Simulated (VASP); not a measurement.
Crystal: MoS2.

```
Mo S
1.0
     3.16100    0.00000    0.00000
    -1.58050    2.73751    0.00000
     0.00000    0.00000   13.77040
Mo S
2 4
Cartesian
  0.0000 1.8250 3.4426
  1.5805 0.9125 10.3278
  1.5805 0.9125 5.0076
  1.5805 0.9125 1.8776
  0.0000 1.8250 11.8928
  0.0000 1.8250 8.7628
```

The cell was built by a generator and needn't be a form met in nature.

Base run:

| Property | Result |
| --- | --- |
| Program | VASP 6.6.1 |
| Functional | optB86b-vdW |
| Potentials or basis | VASP PAW PBE potentials, release 64 (Mo_sv, S) |
| Cutoff | 520 eV |
| k mesh | 8 × 8 × 2 |
| Occupations | fermi-dirac, width 0.05 eV |
| Spin | no spin polarisation |

Its results: band gap on the k mesh 1.49 eV, indirect (least direct gap 2.02 eV); pressure 0.2 GPa; largest force 0.186 eV/Å.

**Question.** After a change of settings the same cell gave: band gap on the k mesh 1.65 eV, indirect (least direct gap 2.15 eV); pressure -0.3 GPa; largest force 0.124 eV/Å. Which change was it?
A. functional from optB86b-vdW to SCAN
B. functional from optB86b-vdW to vdW-DF2
C. functional from optB86b-vdW to PBEsol
D. functional from optB86b-vdW to PBE; dispersion from none to D4

**Answer.** A.

Caveats: the PAW data sets were made with another functional, which shifts forces and pressure a little.

Not every run made on this cell is shown here.
